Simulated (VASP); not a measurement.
Input:

```yaml
crystal:
  lattice:
    - [0.00000, 2.78275, 2.78275]
    - [2.78275, 0.00000, 2.78275]
    - [2.78275, 2.78275, 0.00000]
  atoms:
    - { symbol: Li, position: [0.25000, 0.25000, 0.25000] }
    - { symbol: Li, position: [0.75000, 0.75000, 0.75000] }
    - { symbol: S, position: [0.00000, 0.00000, 0.00000] }
```

Level of theory: LDA (Ceperley-Alder, Perdew-Zunger), VASP's LDA PAW potentials (set 64) (plane waves; VASP). Numerical set-up: 520 eV cut-off, Gaussian smearing of 0.050 eV, potentials Li_sv S.

**Question.** Predict the band gap (along the path) with the smallest direct gap where there is one.

**Answer.** 
- band gap (along the path) = 3.11 eV
- smallest direct gap (along the path) = 4.44 eV

The absolute energy has meaning only against runs of the same code, potentials and settings.

The compound is Li2S in the antifluorite structure. It was relaxed first, which changed the volume by -8 %.
